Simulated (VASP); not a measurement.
Here is the system:

```yaml
crystal:
  lattice:
    - [-1.60736, 1.60736, 3.90103]
    - [1.60736, -1.60736, 3.90103]
    - [1.60736, 1.60736, -3.90103]
  atoms:
    - { symbol: Si, position: [0.33499, 0.33499, 0.00000] }
    - { symbol: Si, position: [0.66501, 0.66501, 0.00000] }
    - { symbol: W, position: [0.00000, 0.00000, 0.00000] }
```

Method: PBE GGA, VASP's PBE PAW potentials (set 64) (plane waves; VASP 6.6.1). Run with 300 eV cut-off, 12×12×12 Γ-centred mesh, Fermi-Dirac smearing of 0.050 eV, potentials Si W_sv.

At this cut-off the stress carries a Pulay error, which pulls relaxed volumes low. Unless said otherwise, spin-orbit coupling is left out, though it shifts the bands of the heavy elements here.

**Question.** Estimate the energy per atom (σ→0), pressure, largest force, band gap (on the k-mesh) with the smallest direct gap where there is one.

**Answer.** 
The band gap (on the k-mesh) is none (metal, semimetal or under 0.01 eV) and the energy per atom (σ→0) is -8.262 eV/atom. The pressure comes out as 3.67 GPa and the largest force is 0.137 eV/Å.

The absolute energy has meaning only against runs of the same code, potentials and settings.

The structure comes from a computed database's Si2W entry (I4/mmm); how it stands against other phases isn't given here. The cell was not relaxed at this level.
